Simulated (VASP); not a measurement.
A cell of Ca (fcc) near equilibrium:

```yaml
crystal:
  lattice:
    - [0.00000, 2.72853, 2.72853]
    - [2.72853, 0.00000, 2.72853]
    - [2.72853, 2.72853, 0.00000]
  atoms:
    - { symbol: Ca, position: [0.00000, 0.00000, 0.00000] }
```

Level of theory: PBEsol GGA, VASP's PBE PAW potentials (set 64) (plane waves; VASP).

| run | ΔE (meV/atom) | σxx | σyy | σzz | largest shear component, with its sign (GPa) | largest force (eV/Å) |
|---|---|---|---|---|---|---|
| as it is | 0.0 | 0.01 | 0.01 | 0.01 | 0.00 | 0.000 |
| after one change | 4.7 | 0.67 | 0.84 | 0.84 | 0.00 | 0.000 |
Stress is in GPa, positive when the cell is compressed.

**Question.** Name the change that produced these shifts.
A) biaxial strain of +4.0 % in the xz plane
B) biaxial strain of -3.0 % in the xz plane
C) isotropic strain of -0.5 %
D) biaxial strain of -2.0 % in the yz plane

**Answer.** D, biaxial strain of -2.0 % in the yz plane

The compound is Ca in the fcc structure.
